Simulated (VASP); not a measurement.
Consider the following.

```yaml
crystal:
  lattice:
    - [2.92373, 0.00000, 0.00000]
    - [0.00000, 2.92373, 0.00000]
    - [0.00000, 0.00000, 2.92373]
  atoms:
    - { symbol: Zn, position: [0.50000, 0.50000, 0.50000] }
    - { symbol: Cu, position: [0.00000, 0.00000, 0.00000] }
```

Level of theory: PBE GGA with D4 dispersion, VASP's PBE PAW potentials (set 64) (plane waves; VASP 6.6.1). Run with 520 eV cut-off, Gaussian smearing of 0.050 eV, potentials Zn Cu.

Problem. Give the energies of bands 4 to 14 at the high-symmetry points, in eV from the Fermi level.

Solution. 
```tsv
band	Γ	X	M	R
4	-7.20	-7.37	-7.48	-6.89
5	-7.20	-7.11	-6.90	-6.89
6	-7.20	-6.25	-4.74	-4.40
7	-3.65	-5.20	-3.44	-4.40
8	-3.65	-3.78	-2.93	-4.40
9	-2.78	-3.35	-2.93	-2.52
10	-2.78	-3.35	-2.54	-2.52
11	-2.78	-2.86	-1.96	4.01
12	6.30	-2.04	-1.96	4.39
13	6.30	11.90	1.84	4.39
14	6.30	11.90	2.19	4.39
```

It has no gap at this level: it comes out as a metal or semimetal.

The compound is CuZn in the CsCl type structure. It was relaxed first. The electron count is odd and the run is not spin-polarised, which forces a metal.
